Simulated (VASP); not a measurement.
Energy against volume of Ni (fcc). Computed with rev-vdW-DF2, VASP's PBE PAW potentials (set 64) (plane waves; VASP 6.6.1). Numerical set-up: 520 eV cut-off, 18×18×18 Γ-centred mesh, first-order Methfessel-Paxton smearing of 0.10 eV, potentials Ni.

```tsv
V (Å³/atom)	E (eV/atom)
10.305	-3.14807
10.624	-3.15509
10.943	-3.14948
11.262	-3.13334
```

Task: Fit these four points and predict the energy of the run at 9.987 Å³/atom.

Result: A cubic in V^(−2/3), the third-order Birch-Murnaghan form, passes through the four points with V0 = 10.63 Å³/atom and B0 = 210 GPa, and gives -3.1260 eV/atom there. The run gave -3.1260 eV/atom, -0.0 meV/atom from the fit; all five points give B0 = 210 GPa.

The compound is Ni in the fcc structure. It was relaxed first.
